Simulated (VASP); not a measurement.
Given:

```xyz
4
Lattice="3.7687 0.0000 0.0000 0.0000 3.7687 0.0000 0.0000 0.0000 3.7687" Properties=species:S:1:pos:R:3 pbc="T T T"
Sc     0.0000     0.0000     0.0000
Al     0.0000     1.8843     1.8843
Al     1.8843     0.0000     1.8843
Al     1.8843     1.8843     0.0000
```

All values below come from LDA (Ceperley-Alder, Perdew-Zunger), VASP's LDA PAW potentials (set 64) (plane waves; VASP). Run with 500 eV cut-off, 8×8×8 Γ-centred mesh, first-order Methfessel-Paxton smearing of 0.10 eV, potentials Sc_sv Al.

Energy and stress use the plane-wave basis of the starting cell.

Q: The ions, cell shape and volume at an external pressure of 45.0 GPa are relaxed. What does this cell relax into?

A: 
```xyz
4
Lattice="3.6860 0.0000 0.0000 0.0000 3.6860 0.0000 0.0000 0.0000 3.6860" Properties=species:S:1:pos:R:3 pbc="T T T"
Sc     0.0000     0.0000     0.0000
Al     0.0000     1.8430     1.8430
Al     1.8430     0.0000     1.8430
Al     1.8430     1.8430     0.0000
```
Space group Pm-3m (221), at a tolerance of 0.03 Å.

Q: How do energy and volume change from the first to the last step?

A: The energy (σ→0) changes by +199.0 meV/atom and the volume by -6.4 %, in 4 ionic steps.

The compound is Al3Sc in the L1_2 structure. This run relaxes it under an external pressure of 45 GPa. Symmetry was kept, so distortions that lower it aren't found.
